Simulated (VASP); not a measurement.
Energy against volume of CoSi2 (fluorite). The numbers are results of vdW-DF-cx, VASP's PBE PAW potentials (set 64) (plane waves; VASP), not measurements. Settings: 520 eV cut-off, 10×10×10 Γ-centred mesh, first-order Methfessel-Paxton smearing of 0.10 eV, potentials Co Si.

```json
[
 {"V (Å³/atom)": "12.247", "E (eV/atom)": "-5.03335"},
 {"V (Å³/atom)": "12.626", "E (eV/atom)": "-5.04013"},
 {"V (Å³/atom)": "13.005", "E (eV/atom)": "-5.03354"},
 {"V (Å³/atom)": "13.383", "E (eV/atom)": "-5.01564"}
]
```

Question: Fit these four points and predict the energy of the run at 11.868 Å³/atom.

Answer: A cubic in V^(−2/3), the third-order Birch-Murnaghan form, passes through the four points with V0 = 12.62 Å³/atom and B0 = 188 GPa, and gives -5.0109 eV/atom there. The run gave -5.0108 eV/atom, +0.1 meV/atom from the fit; all five points give B0 = 189 GPa.

The compound is CoSi2 in the fluorite structure. It was relaxed first. The run is not spin-polarised, so no magnetic state was tried.
